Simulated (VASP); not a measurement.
Given:

```
SrVO3
1.0
    3.83540     0.00000     0.00000
    0.00000     3.83540     0.00000
    0.00000     0.00000     3.83540
Sr V O
1 1 3
Direct
  0.00000   0.00000   0.00000
  0.50000   0.50000   0.50000
  0.50000   0.00000   0.50000
  0.00000   0.50000   0.50000
  0.50000   0.50000   0.00000
```

Method: optB86b-vdW, VASP's PBE PAW potentials (set 64) (plane waves; VASP 6.6.1). Numerical set-up: 520 eV cut-off, 8×8×8 Γ-centred mesh, first-order Methfessel-Paxton smearing of 0.10 eV, potentials Sr_sv V_sv O.

Q: What does the run give for the energy per atom (σ→0), band gap (on the k-mesh) with the smallest direct gap where there is one?

A: 
| Property | Result |
|---|---|
| band gap (on the k-mesh) | none (metal, semimetal or under 0.01 eV) |
| energy per atom (σ→0) | -6.014 eV/atom |

Total energies compare only between runs with the same potentials, cut-off and functional.

The compound is SrVO3 in the cubic perovskite structure. It was relaxed first. The run is not spin-polarised, so no magnetic state was tried. The electron count is odd and the run is not spin-polarised, which forces a metal.
